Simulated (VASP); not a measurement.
Data:

```
PbS
1.0
    0.00000     2.88936     2.88936
    2.88936     0.00000     2.88936
    2.88936     2.88936     0.00000
Pb S
1 1
Direct
  0.00000   0.00000   0.00000
  0.50000   0.50000   0.50000
```

The numbers are results of PBEsol GGA, VASP's PBE PAW potentials (set 64) (plane waves; VASP), not measurements. Run with 520 eV cut-off, 8×8×8 Γ-centred mesh, Gaussian smearing of 0.050 eV, potentials Pb_d S.

Problem. Give the stress tensor in GPa (positive for a compressed cell).

Solution. 
```
4.16  0.00  0.00
0.00  4.16  0.00
0.00  0.00  4.16
```
The pressure is its mean diagonal, 4.16 GPa.

The compound is PbS in the rock salt structure. This cell is one point of a volume scan, at 0.94 of the reference volume.
